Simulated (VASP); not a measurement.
Computed with PBEsol GGA, VASP's PBE PAW potentials (set 64) (plane waves; VASP 6.6.1).

VASP ran on this input.

### INCAR
```
SYSTEM = CoP
PREC = Accurate
ENCUT = 400
EDIFF = 1E-6
NELM = 100
ALGO = Normal
LREAL = .FALSE.
LASPH = .TRUE.
ISMEAR = 1
SIGMA = 0.1
GGA = PS
LMAXMIX = 4
ISPIN = 2
MAGMOM = 3.0 3.0 0.0 0.0
LORBIT = 10
LWAVE = .FALSE.
LCHARG = .FALSE.
IBRION = 2
ISIF = 3
NSW = 60
EDIFFG = -0.02
```

**POSCAR**
```
CoP
1
    3.4738432683     0.0000000000     0.0000000000
   -1.7369216342     3.0084362246     0.0000000000
   -0.0000000000     0.0000000000     5.6806451017
Co P
2 2
Direct
  0.3333330000   0.6666670000   0.9994652701
  0.6666670000   0.3333330000   0.4994652701
  0.3333330000   0.6666670000   0.3755347299
  0.6666670000   0.3333330000   0.8755347299
```

File KPOINTS:
```
K-points
0
gamma
 9 9 5
0 0 0
```

POTCAR, in this order: Co P (PBE.64 set). Program: vasp_std.

Output of the run:

OSZICAR:
```
       N       E                     dE             d eps       ncg     rms          rms(c)
DAV:   1     0.153319391091E+03    0.15332E+03   -0.10740E+04  3024   0.119E+03
DAV:   2    -0.180377791706E+02   -0.17136E+03   -0.16303E+03  3039   0.272E+02
DAV:   3    -0.299445689617E+02   -0.11907E+02   -0.11507E+02  3646   0.834E+01
DAV:   4    -0.303417567213E+02   -0.39719E+00   -0.39620E+00  3711   0.157E+01
DAV:   5    -0.303572674098E+02   -0.15511E-01   -0.15507E-01  3868   0.307E+00    0.238E+01
DAV:   6    -0.407709814165E+02   -0.10414E+02   -0.86637E+01  3718   0.159E+02    0.342E+01
DAV:   7    -0.270973622180E+02    0.13674E+02   -0.37828E+01  3399   0.116E+02    0.672E+00
DAV:   8    -0.276359433059E+02   -0.53858E+00   -0.48030E+00  3824   0.143E+01    0.334E+00
DAV:   9    -0.276450677126E+02   -0.91244E-02   -0.19192E-01  4006   0.613E+00    0.116E+00
DAV:  10    -0.276458938240E+02   -0.82611E-03   -0.24897E-02  4077   0.122E+00    0.660E-01
DAV:  11    -0.276443762919E+02    0.15175E-02   -0.29504E-03  3786   0.347E-01    0.228E-01
DAV:  12    -0.276443992519E+02   -0.22960E-04   -0.80638E-04  4001   0.383E-01    0.113E-01
DAV:  13    -0.276444005697E+02   -0.13178E-05   -0.72109E-05  3853   0.796E-02    0.704E-02
DAV:  14    -0.276443840580E+02    0.16512E-04   -0.28708E-05  4648   0.528E-02    0.300E-02
DAV:  15    -0.276443830858E+02    0.97229E-06   -0.12254E-05  4746   0.285E-02    0.988E-03
DAV:  16    -0.276443834041E+02   -0.31835E-06   -0.65286E-07  2017   0.708E-03
   1 F= -.27644383E+02 E0= -.27644605E+02  d E =-.276444E+02  mag=    -0.0001
       N       E                     dE             d eps       ncg     rms          rms(c)
DAV:   1    -0.276457999429E+02   -0.14169E-02   -0.57411E-02  3528   0.217E+00    0.340E-01
DAV:   2    -0.276481747872E+02   -0.23748E-02   -0.24050E-02  3510   0.274E+00    0.496E-01
DAV:   3    -0.276444584963E+02    0.37163E-02   -0.10933E-02  3429   0.200E+00    0.893E-02
DAV:   4    -0.276443645643E+02    0.93932E-04   -0.83477E-04  3559   0.194E-01    0.408E-02
DAV:   5    -0.276443505137E+02    0.14051E-04   -0.59831E-05  4432   0.107E-01    0.140E-02
DAV:   6    -0.276443496140E+02    0.89972E-06   -0.64069E-06  3565   0.262E-02
   2 F= -.27644350E+02 E0= -.27644563E+02  d E =0.337901E-04  mag=     0.0000
       N       E                     dE             d eps       ncg     rms          rms(c)
DAV:   1    -0.276449702404E+02   -0.61973E-03   -0.19144E-02  3539   0.127E+00    0.195E-01
DAV:   2    -0.276457438200E+02   -0.77358E-03   -0.79297E-03  3510   0.158E+00    0.284E-01
DAV:   3    -0.276445213182E+02    0.12225E-02   -0.35554E-03  3424   0.114E+00    0.511E-02
DAV:   4    -0.276444925227E+02    0.28795E-04   -0.26672E-04  3519   0.110E-01    0.231E-02
DAV:   5    -0.276444881155E+02    0.44072E-05   -0.19865E-05  4367   0.622E-02    0.754E-03
DAV:   6    -0.276444876522E+02    0.46337E-06   -0.18462E-06  2303   0.157E-02
   3 F= -.27644488E+02 E0= -.27644705E+02  d E =-.104248E-03  mag=    -0.0000
```

OUTCAR:
```
------------------------ aborting loop because EDIFF is reached ----------------------------------------
  FORCE on cell =-STRESS in cart. coord.  units (eV):
  Direction    XX          YY          ZZ          XY          YZ          ZX
  --------------------------------------------------------------------------------------
  Total        0.0441128      0.0441128      0.0756712     -0.0000000      0.0000000      0.0000000
  in kB        1.1914087      1.1914085      2.0437434     -0.0000000      0.0000000      0.0000000
  external PRESSURE =       1.4755202 kB  Pullay stress =       0.0000000 kB
  volume of cell :       59.32
      direct lattice vectors                 reciprocal lattice vectors
     3.472117691  0.000000000 -0.000000000     0.288008670  0.166281900 -0.000000000
    -1.736058846  3.006941832  0.000000000    -0.000000000  0.332563799  0.000000000
     0.000000000  0.000000000  5.681924160     0.000000000 -0.000000000  0.175996717
 POSITION                                       TOTAL-FORCE (eV/Angst)
 -----------------------------------------------------------------------------------
     -0.00000      2.00463      5.67817        -0.000000     -0.000000     -0.003469
      1.73606      1.00231      2.83721         0.000000      0.000000     -0.003469
     -0.00000      2.00463      2.13448        -0.000000     -0.000000      0.003469
      1.73606      1.00231      4.97544        -0.000000      0.000000      0.003469
 -----------------------------------------------------------------------------------
    total drift:                               -0.000377      0.000218      0.000284
  FREE ENERGIE OF THE ION-ELECTRON SYSTEM (eV)
  ---------------------------------------------------
  free  energy   TOTEN  =       -27.6444876522 eV

  energy  without entropy=      -27.6451389262  energy(sigma->0) =      -27.64470474

 total charge

# of ion       s       p       d       tot
------------------------------------------
    1        0.560   0.521   7.542   8.623
    2        0.560   0.521   7.542   8.623
    3        1.055   1.440   0.000   2.495
    4        1.055   1.440   0.000   2.495
--------------------------------------------------
tot          3.229   3.923  15.085  22.237

 magnetization (x)

# of ion       s       p       d       tot
------------------------------------------
    1       -0.000  -0.000  -0.000  -0.000
    2       -0.000  -0.000  -0.000  -0.000
    3       -0.000   0.000   0.000   0.000
    4       -0.000   0.000   0.000   0.000
--------------------------------------------------
tot         -0.000  -0.000  -0.000  -0.000

 reached required accuracy - stopping structural energy minimisation
```
(Selected blocks of OUTCAR.)

CONTCAR:
```
CoP
   1.00000000000000
     3.4721176913998213    0.0000000000000287   -0.0000000000000000
    -1.7360588457498609    3.0069418316071319    0.0000000000000000
     0.0000000000000000    0.0000000000000000    5.6819241598893164
  Co              P
     2     2
Direct
     0.3333330000000032    0.6666669999999968    0.9993391139224574
     0.6666669999999968    0.3333330000000032    0.4993391139224574
     0.3333330000000032    0.6666669999999968    0.3756608860775426
     0.6666669999999968    0.3333330000000032    0.8756608860775426
```

### OUTCAR
```
 val. band max:        7.2454893396   @ k =   0.4444   0.0000   0.2000

 cond. band min:       7.2538716505   @ k =   0.2222   0.1111   0.2000


 Fermi energy:         7.2473192248

 spin component 1

 k-point     1 :       0.0000    0.0000    0.0000
  band No.  band energies     occupation
      1      -5.5400      1.00000
      2      -3.4487      1.00000
      3       1.4621      1.00000
      4       3.6296      1.00000
      5       3.6346      1.00000
      6       3.6346      1.00000
      7       3.8064      1.00000
      8       3.8064      1.00000
      9       5.4054      1.00000
     10       5.4054      1.00000
     11       5.8979      1.00000
     12       5.8979      1.00000
     13       6.0886      1.00000
     14       9.8171      0.00000
     15       9.8171      0.00000
     16      11.4893      0.00000
     17      11.8327      0.00000
     18      11.8327      0.00000
     19      13.8398      0.00000
     20      14.0580      0.00000
     21      14.9617      0.00000

 k-point     2 :       0.1111    0.0000    0.0000
  band No.  band energies     occupation
      1      -5.3822      1.00000
      2      -3.3466      1.00000
      3       1.6097      1.00000
      4       3.4695      1.00000
      5       3.6558      1.00000
      6       3.6779      1.00000
      7       3.7111      1.00000
      8       3.8703      1.00000
      9       5.3020      1.00000
     10       5.3868      1.00000
     11       5.8216      1.00000
     12       5.9258      1.00000
     13       6.1609      1.00000
     14       8.9916     -0.00000
     15       9.4001      0.00000
     16      11.0598      0.00000
     17      11.2675      0.00000
     18      11.6042      0.00000
     19      13.9761      0.00000
     20      14.5470      0.00000
     21      14.8123      0.00000

 k-point     3 :       0.2222    0.0000    0.0000
  band No.  band energies     occupation
      1      -4.9315      1.00000
...
```

The structure was generated: CoP was put into the wurtzite type (P6_3mc), which need not be its known phase. This run relaxes it. Symmetry was kept, so distortions that lower it aren't found. The start is the result of an earlier pass.
